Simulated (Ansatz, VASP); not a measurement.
# C (Diamond) in two plane-wave programs

One calculation is typed for both programs; each brings its own data sets. How far apart do they land? The cell is taken from a series of runs on this material, whose earlier steps may have relaxed, scaled, displaced or heated it; both programs get it as it stands.

Calculated with Ansatz 0.2.0; plane waves, with VASP 6.6.1 beside it; single point at PBE.

### 1. Set-up

It takes space group Fd-3m (No. 227, cubic). Conventional cell: a = 3.554 Å, b = 3.554 Å, c = 3.554 Å, α = 90.00°, β = 90.00°, γ = 90.00°. Nearest to C lie 4 C at 1.54 Å.

### 2. Ansatz: single point, PBE, pair 1

Ansatz runs on its default PAW (the set named soft_2) files.

With cell and atoms fixed, the geometry can't cause a difference; cores, projectors, grids and the points listed under the comparison can.

Input file input.yaml:

```yaml
crystal:
  lattice:
    - [0.0, 1.7767994192, 1.7767994192]
    - [1.7767994192, 0.0, 1.7767994192]
    - [1.7767994192, 1.7767994192, 0.0]
  atoms:
    - { symbol: C, position: [0.0, 0.0, 0.0] }
    - { symbol: C, position: [0.25, 0.25, 0.25] }
kpoints:
  mp_grid: { grid: [10, 10, 10] }
hamiltonian:
  xc: pbe
scf:
  occupations: { method: fixed }
output:
  forces: true
  stress: true
  eigenvalues: true
```

On the command line:

```bash
$ ansatz run input.yaml --threads 4 --pin off --max-ram 15360MiB --backend cpu --events-out ev --progress --plain --runs-dir out
```

Numbers of over 12 decimals in the logs are rounded to 6 here.

Output:

```text
Engine: ansatz 0.2.0, aarch64-unknown-linux-gnu
Pseudopotentials: kind: paw
Pseudopotential: C, paw, valence charge 4, recommended cutoff 420 eV (normal), C.paw.azcp
Functional definition: PBE
  parameter kappa = 0.804
  parameter beta = 0.066725
  exchange = pbe_x(kappa = kappa, mu = beta*pi^2/3)
  correlation = pbe_c(beta = beta)
Crystal: 2 atoms, lattice volume = 11.219 Å³
Basis set: ecut = 420 eV, 229 PW (Γ), exchange–correlation on 36×36×36 points (8 copies of the dense FFT grid, shifted against one another)
Bands: 8, of which v1, the nominal top of the filled ones, is band 4 counted from 1 (3 counted from 0)
Symmetry: 48 space group operations
Space group: Fd-3m (ITA 227), of the structure as read, at distance tolerance 2.2e-5 Å
k-points: 47 of 1000
Non-local potential: C, projectors of the file, l = 0: 2, l = 1: 2, l = 2: 1
PAW form: soft (Blöchl's): semilocal exchange-correlation on the pseudo side does not see the compensation charge
PAW one-centre angular grid: C, 110 points (default); XC on 64 Gauss nodes
Initial density: superposition of atomic densities (neutral atoms: chi_scale 0, normalization atom), corrected by the library's trained network
Initial wavefunctions: pseudopotential atomic-orbital guess
Functional: x = pbe(κ = 0.804, μ = 0.219515), c = pbe(β = 0.066725)
SCF iter   1: F=—  HF=-501.611959 eV  |F-HF|=—  |Δ(HF+E_count)|=         —  Δρ=1.72e-3  dr2=6.27e-5  ethr=1.77e-3  ⟨swp⟩=3.9  Hψ=2240  notcnv=0  defer=69
preconditioner: auto → none  [insulator: Δε(μ)=4.209 eV  Ē_g=19.795 eV  n_scr=0 (ndim 8)  ℏωp=31.4 eV  f_vac=0.000  ε∞_Penn≈3.5]
SCF iter   2: F=—  HF=-501.612016 eV  |F-HF|=—  |Δ(HF+E_count)|=   5.68e-5  Δρ=8.78e-4  dr2=1.59e-5  ethr=7.84e-7  ⟨swp⟩=2.0  Hψ=993  notcnv=0  defer=82
SCF iter   3: F=—  HF=-501.612078 eV  |F-HF|=—  |Δ(HF+E_count)|=   6.22e-5  Δρ=8.72e-5  dr2=6.57e-7  ethr=1.99e-7  ⟨swp⟩=2.2  Hψ=607  notcnv=0  defer=93
SCF iter   4: F=—  HF=-501.612078 eV  |F-HF|=—  |Δ(HF+E_count)|=   1.88e-7  Δρ=3.72e-5  dr2=1.02e-7  ethr=8.21e-9  ⟨swp⟩=1.8  Hψ=484  notcnv=0  defer=93
iter 5 did not close the SCF: its close was put off for the readings that it lacked (scf_convergence_deferred on its scf_iter line)
SCF iter   5: F=-501.612078 eV  HF=-501.612078 eV  |F-HF|=1.27e-11  |Δ(HF+E_count)|=   6.47e-9  Δρ=3.62e-6  dr2=1.14e-9  ethr=1.28e-9  ⟨swp⟩=2.6  Hψ=572  notcnv=0  defer=92
SCF iter   6: F=-501.612078 eV  HF=-501.612078 eV  |F-HF|=1.15e-11  |Δ(HF+E_count)|=  1.42e-11  Δρ=5.61e-7  dr2=2.66e-11  ethr=1.43e-11  ⟨swp⟩=3.9  Hψ=1880  notcnv=0
SCF 1 converged in 6 iterations: F = -501.612078 eV  dr2 = 2.66e-11
  greatest PAW one-centre occupation: 0.646 electrons in one spin orbital (limit 2), on the C atom at site 1 (counted from 0), in its partial waves of l = 0
SCF converged after 6 iterations
Free energy (F): -501.612078 eV
Harris-Foulkes:  -501.612078 eV  (|F-HF|=1.15e-11)
Internal energy: -501.612078 eV  (E = F + TS)
E sigma→0 (E₀):  -501.612078 eV
Fermi energy:    13.516692 eV
--- Per-component energies (eV) ---
  E_band       = 35.764714
  E_kinetic    = 185.304144
  E_local      = -121.593046  (includes V_loc(G=0)·N_el)
  E_nonlocal   = 53.451883
  E_hartree    = 26.614390
  E_xc         = -97.630487
  E_vxc        = -121.218669  (∫ρ·V_xc dr)
  E_paw        = -198.510858  (= ΣΔE_a)
  E_vpaw       = -13.408439  (= ΣTr[D̂ρ^β])
  E_aug_tail   = 0.000016  (compensation charges beyond the density's cutoff)
  E_ewald      = -349.248120
  E_smearing   = -0.000000  (= −TS)
  E_closure    = 0.000000  (closes the sum)
  Σ components = -501.612078   (vs F -501.612078, Δ=0.00e0)
--- Forces (eV/Å), atoms counted from 1 ---
  atom   1  C     -0.00000000    -0.00000000     0.00000000
  atom   2  C     -0.00000000    -0.00000000     0.00000000
  max |Σ_I F_I| component: 1.30e-16 eV/Å
--- Stress (GPa, compression-positive) ---
        6.740819       0.000000      -0.000000
       -0.000000       6.740819      -0.000000
       -0.000000       0.000000       6.740819
  P = ⅓ Tr σ = 6.7408 GPa (67.408 kbar)
--- Band table (eV; the first three rows and the last of 47) ---
  k-point 0: bands = ["-8.1113", "13.5167", "13.5167", "13.5167", "19.1415", "19.1415", "19.1415", "27.0484"]
  k-point 1: bands = ["-7.8325", "11.8250", "13.0642", "13.0642", "19.7349", "19.7349", "20.1023", "27.2759"]
  k-point 2: bands = ["-7.0011", "8.5948", "12.1773", "12.1773", "20.8777", "20.8777", "21.3398", "27.9060"]
  k-point 46: bands = ["1.3761", "1.3761", "5.2971", "5.2971", "22.9522", "22.9522", "27.1344", "27.1344"]
```

In the SCF lines HF is the Harris–Foulkes energy and dr2 the Hartree energy of the density residual, in eV; the loop may stop once dr2 is under the threshold and the program's other checks hold. Hψ counts applications of the Hamiltonian.

The run ends at a pressure of 6.74 GPa.

### 3. VASP: single point, PBE, pair 1

The same cell, functional and mesh now go to VASP, with its own data sets.

Lines of VASP's logs that name or quote its potential files are left out, and so is its time.

Input file INCAR:

```
SYSTEM = C
PREC = Accurate
ENCUT = 600
EDIFF = 1E-06
NELM = 120
ISMEAR = 0
SIGMA = 0.01
LREAL = .FALSE.
ALGO = Normal
GGA = PE
NBANDS = 10
LORBIT = 11
LWAVE = .FALSE.
LCHARG = .FALSE.
ISIF = 2
LASPH = .TRUE.
GGA_COMPAT = .FALSE.
EFERMI = MIDGAP
```

Input file POSCAR:

```
C
1.0
    0.0000000000      1.7767994192      1.7767994192
    1.7767994192      0.0000000000      1.7767994192
    1.7767994192      1.7767994192      0.0000000000
C
2
Direct
    0.0000000000      0.0000000000      1.0000000000
    0.2500000000      0.2500000000      0.2500000000
```

Input file KPOINTS:

```
Automatic mesh
0
Gamma
10 10 10
0 0 0
```

The projector-augmented-wave data sets are C (PBE family, release 64).

On the command line:

```bash
$ mpirun -np 1 vasp_std
```

Output:

```text
[banner, memory and clock lines left out]
running    1 mpi-ranks, on    1 nodes
 distrk:  each k-point on    1 cores,    1 groups
 distr:  one band on    1 cores,    1 groups

 POSCAR found type information on POSCAR C
 POSCAR found :  1 types and       2 ions
 LDA part: xc-table for (Slater+PW92), standard interpolation
 POSCAR, INCAR and KPOINTS ok, starting setup
 FFT: planning ... GRIDC
 FFT: planning ... GRID_SOFT
 FFT: planning ... GRID
 WAVECAR not read
 entering main loop
       N       E                     dE             d eps       ncg     rms          rms(c)
DAV:   1     0.301586874235E+01    0.30159E+01   -0.54441E+03   940   0.896E+02
DAV:   2    -0.184038680261E+02   -0.21420E+02   -0.19832E+02  1264   0.134E+02
DAV:   3    -0.188446786151E+02   -0.44081E+00   -0.44001E+00  1134   0.157E+01
DAV:   4    -0.188454017248E+02   -0.72311E-03   -0.72309E-03  1002   0.792E-01
DAV:   5    -0.188454027864E+02   -0.10617E-05   -0.10617E-05  1064   0.292E-02    0.561E+00
DAV:   6    -0.183507389703E+02    0.49466E+00   -0.27574E-01   976   0.395E+00    0.335E+00
DAV:   7    -0.181842982059E+02    0.16644E+00   -0.33191E-01  1018   0.439E+00    0.769E-01
DAV:   8    -0.181860614325E+02   -0.17632E-02   -0.79590E-03   970   0.724E-01    0.438E-02
DAV:   9    -0.181860944166E+02   -0.32984E-04   -0.65817E-05  1160   0.695E-02    0.239E-02
DAV:  10    -0.181861142892E+02   -0.19873E-04   -0.15577E-05   964   0.382E-02    0.501E-03
DAV:  11    -0.181861143338E+02   -0.44599E-07   -0.19759E-07   856   0.447E-03
   1 F= -.18186114E+02 E0= -.18186114E+02  d E =0.000000E+00
```

From OUTCAR (step 3):

```text
ion  position               nearest neighbor table
   1  0.000  0.000  0.000-   2 1.54   2 1.54   2 1.54   2 1.54
   2  0.250  0.250  0.250-   1 1.54   1 1.54   1 1.54   1 1.54

  LATTYP: Found a face centered cubic cell.
 ALAT       =     3.5535988384

 Subroutine GETGRP returns: Found 48 space group operations
 (whereof 24 operations were pure point group operations)

The static configuration has the point symmetry T_d .
 The point group associated with its full space group is O_h .

 Found     47 irreducible k-points:

   k-points           NKPTS =     47   k-points in BZ     NKDIM =     47   number of bands    NBANDS=     10

   dimension x,y,z NGX =    20 NGY =   20 NGZ =   20
   dimension x,y,z NGXF=    40 NGYF=   40 NGZF=   40

   ENCUT  =  600.0 eV  44.10 Ry    6.64 a.u.   5.02  5.02  5.02*2*pi/ulx,y,z

   NELECT =       8.0000    total number of electrons

 k-points in reciprocal lattice and weights: Automatic mesh
   0.00000000  0.00000000  0.00000000       0.001
   0.10000000  0.00000000  0.00000000       0.008
   0.20000000  0.00000000  0.00000000       0.008
   0.30000000  0.00000000  0.00000000       0.008
   0.40000000  0.00000000  0.00000000       0.008
   0.50000000  0.00000000  0.00000000       0.004
   0.10000000  0.10000000  0.00000000       0.006
   0.20000000  0.10000000  0.00000000       0.024
   0.30000000  0.10000000  0.00000000       0.024
[...]
-0.30000000  0.40000000  0.20000000       0.024
  -0.30000000  0.50000000  0.20000000       0.012

 average (electrostatic) potential at core
       1 -45.2260       2 -45.2260

 E-fermi :  11.9861

 k-point     1 :       0.0000    0.0000    0.0000
  band No.  band energies     occupation
      1     -11.7365      2.00000
      2       9.8894      2.00000
      3       9.8894      2.00000
      4       9.8894      2.00000
      5      15.5102      0.00000
      6      15.5102      0.00000
      7      15.5102      0.00000
      8      23.4754      0.00000
      9      29.3266      0.00000
    ...

 k-point     2 :       0.1000    0.0000    0.0000
  band No.  band energies     occupation
      1     -11.4578      2.00000
      2       8.1991      2.00000
      3       9.4374      2.00000
      4       9.4374      2.00000
      5      16.1036      0.00000
      6      16.1036      0.00000
      7      16.4720      0.00000
      8      23.6999      0.00000
      9      29.7730      0.00000
    ...

 k-point     3 :       0.2000    0.0000    0.0000
  band No.  band energies     occupation
      1     -10.6260      2.00000
      2       4.9691      2.00000
      3       8.5519      2.00000
      4       8.5519      2.00000
      5      17.2456      0.00000
      6      17.2456      0.00000
      7      17.7149      0.00000
      8      24.3204      0.00000
      9      30.5396      0.00000
    ...

  Total        0.4742802      0.4742802      0.4742802      0.0000000     -0.0000000     -0.0000000
  in kB       67.7330049     67.7330049     67.7330049      0.0000000     -0.0000000     -0.0000000
  external PRESSURE =      67.7330049 kB  Pullay stress =       0.0000000 kB

  energy-cutoff  :      600.00
  volume of cell :       11.22
      direct lattice vectors                 reciprocal lattice vectors
     0.000000000  1.776799419  1.776799419    -0.281404865  0.281404865  0.281404865
     1.776799419  0.000000000  1.776799419     0.281404865 -0.281404865  0.281404865
     1.776799419  1.776799419  0.000000000     0.281404865  0.281404865 -0.281404865

 POSITION                                       TOTAL-FORCE (eV/Angst)
 -----------------------------------------------------------------------------------
      0.00000      0.00000      0.00000        -0.000000     -0.000000     -0.000000
      0.88840      0.88840      0.88840         0.000000      0.000000      0.000000
 -----------------------------------------------------------------------------------
    total drift:                                0.000000      0.000000      0.000000

  FREE ENERGIE OF THE ION-ELECTRON SYSTEM (eV)
  ---------------------------------------------------
  free  energy   TOTEN  =       -18.1861143338 eV

  energy  without entropy=      -18.1861143338  energy(sigma->0) =      -18.18611433

 total charge
# of ion       s       p       d       tot
------------------------------------------
    1        0.829   1.760   0.000   2.590
    2        0.829   1.760   0.000   2.590
--------------------------------------------------
tot          1.659   3.521   0.000   5.179

[... 3 further parts left out ...]
```

The gap is read on the k-mesh alone, so it is an upper bound where the band edges lie off the mesh.

### 4. Differences

Known differences besides the potentials themselves: fixed occupations in Ansatz, narrow Gaussian smearing in VASP; the cutoff is 420 eV in Ansatz and 600 eV in VASP. Total energies have different zeros and are not compared.

The two programs side by side:

```tsv
quantity	Ansatz	VASP	difference
pressure (GPa)	6.74	6.77	-0.03
gap on the k mesh (eV)	4.202	4.193	+0.009
```

A gap on the mesh is an upper bound, since the band edges may lie between its points.

### 5. VASP: single point, PBE, pair 2

With cell and atoms fixed, the geometry can't cause a difference; cores, projectors, grids and the points listed under the comparison can. The cell compared in this pair holds 11.56 Å³, against 11.22 Å³ for the pair before.

INCAR is that of step 3.

Input file POSCAR:

```
C
1.0
    0.0000000000      1.7946578964      1.7946578964
    1.7946578964      0.0000000000      1.7946578964
    1.7946578964      1.7946578964      0.0000000000
C
2
Direct
    0.0000000000      0.0000000000      0.0000000000
    0.2500000000      0.2500000000      0.2500000000
```

KPOINTS is that of step 3.

On the command line:

```bash
$ mpirun -np 1 vasp_std
```

Output:

```text
[... set-up lines as in an earlier step ...]
 entering main loop
       N       E                     dE             d eps       ncg     rms          rms(c)
DAV:   1     0.280001635002E+01    0.28000E+01   -0.51861E+03   940   0.882E+02
DAV:   2    -0.183714310361E+02   -0.21171E+02   -0.20656E+02  1298   0.133E+02
DAV:   3    -0.187885678611E+02   -0.41714E+00   -0.41640E+00  1118   0.157E+01
DAV:   4    -0.187893600123E+02   -0.79215E-03   -0.79212E-03  1024   0.804E-01
[...]
DAV:   9    -0.181877420605E+02   -0.36193E-04   -0.65458E-05  1132   0.687E-02    0.233E-02
DAV:  10    -0.181877624063E+02   -0.20346E-04   -0.16199E-05   972   0.384E-02    0.488E-03
DAV:  11    -0.181877624179E+02   -0.11562E-07   -0.19859E-07   844   0.442E-03
   1 F= -.18187762E+02 E0= -.18187762E+02  d E =0.000000E+00
```

OUTCAR, selected parts (step 5):

```text
  Total       -0.4545938     -0.4545938     -0.4545938     -0.0000000     -0.0000000      0.0000000
  in kB      -63.0026892    -63.0026892    -63.0026892     -0.0000000     -0.0000000      0.0000000
  external PRESSURE =     -63.0026892 kB  Pullay stress =       0.0000000 kB

 POSITION                                       TOTAL-FORCE (eV/Angst)
 -----------------------------------------------------------------------------------
      0.00000      0.00000      0.00000        -0.000000     -0.000000     -0.000000
      0.89733      0.89733      0.89733         0.000000      0.000000      0.000000
 -----------------------------------------------------------------------------------
    total drift:                               -0.000000      0.000000      0.000000

  FREE ENERGIE OF THE ION-ELECTRON SYSTEM (eV)
  ---------------------------------------------------
  free  energy   TOTEN  =       -18.1877624179 eV

  energy  without entropy=      -18.1877624179  energy(sigma->0) =      -18.18776242

[... 1 part as in an earlier step ...]

[... 2 further parts left out ...]
[key lines of the parts left out:]
E-fermi :  11.5212
```

The run ends at a pressure of -6.30 GPa.

### 6. Ansatz: single point, PBE, pair 2

The same cell, functional and mesh now go to Ansatz, which takes its cutoff from its data sets.

The cell is taken from a series of runs on this material, whose earlier steps may have relaxed, scaled, displaced or heated it; both programs get it as it stands.

input.yaml, the sections that differ from step 2:

```yaml
crystal:
  lattice:
    - [0.0, 1.7946578964, 1.7946578964]
    - [1.7946578964, 0.0, 1.7946578964]
    - [1.7946578964, 1.7946578964, 0.0]
  atoms:
    - { symbol: C, position: [0.0, 0.0, 0.0] }
    - { symbol: C, position: [0.25, 0.25, 0.25] }
# kpoints, hamiltonian, scf, output: as in step 2
```

On the command line:

```bash
$ ansatz run input.yaml --threads 4 --pin off --max-ram 15360MiB --backend cpu --events-out ev --progress --plain --runs-dir out
```

Output:

```text
[...]
Crystal: 2 atoms, lattice volume = 11.560 Å³
Basis set: ecut = 420 eV, 229 PW (Γ), exchange–correlation on 36×36×36 points (8 copies of the dense FFT grid, shifted against one another)
Bands: 8, of which v1, the nominal top of the filled ones, is band 4 counted from 1 (3 counted from 0)
[... 1 set-up line as in the run before ...]
[...]
k-points: 47 of 1000
[...]
Free energy (F): -501.612305 eV
[...]
Internal energy: -501.612305 eV  (E = F + TS)
E sigma→0 (E₀):  -501.612305 eV
Fermi energy:    12.978460 eV
[...]
--- Stress (GPa, compression-positive) ---
       -6.262082       0.000000      -0.000000
       -0.000000      -6.262082      -0.000000
       -0.000000      -0.000000      -6.262082
  P = ⅓ Tr σ = -6.2621 GPa (-62.621 kbar)
--- Band table (eV; the first three rows and the last of 47) ---
[...]
[key lines of the parts left out:]
SCF converged after 6 iterations
```

The run ends at a pressure of -6.26 GPa.

### 7. Side by side

The two programs side by side:

```tsv
quantity	Ansatz	VASP	difference
pressure (GPa)	-6.26	-6.30	+0.04
gap on the k mesh (eV)	4.136	4.130	+0.006
```

A gap on the mesh is an upper bound, since the band edges may lie between its points.

### 8. Results

| Item | Value |
| --- | --- |
| difference in gap on the k mesh (single point, PBE, pair 1) | 0.0088 eV |
| difference in gap on the k mesh (single point, PBE, pair 2) | 0.0059 eV |

In words: The difference in gap on the k mesh is 0.0088 eV (single point, PBE, pair 1), within the 0.08 eV picked in this series as the mark of a large difference. How closely two codes agree says nothing of how well the functional describes the real material.

[Lines on the potential files, build, host, timing and source positions are cut from VASP's logs without a mark.]

[Logs are printed without paths, hosts, clocks, repeated set-up lines and the standing remarks that a program may print on its own settings, such as how far it seeks lower states.]

[Hosts, paths, dates, database ids (printed as entryN), source tags and the programs' standing remarks are cut or masked in the printed files.]
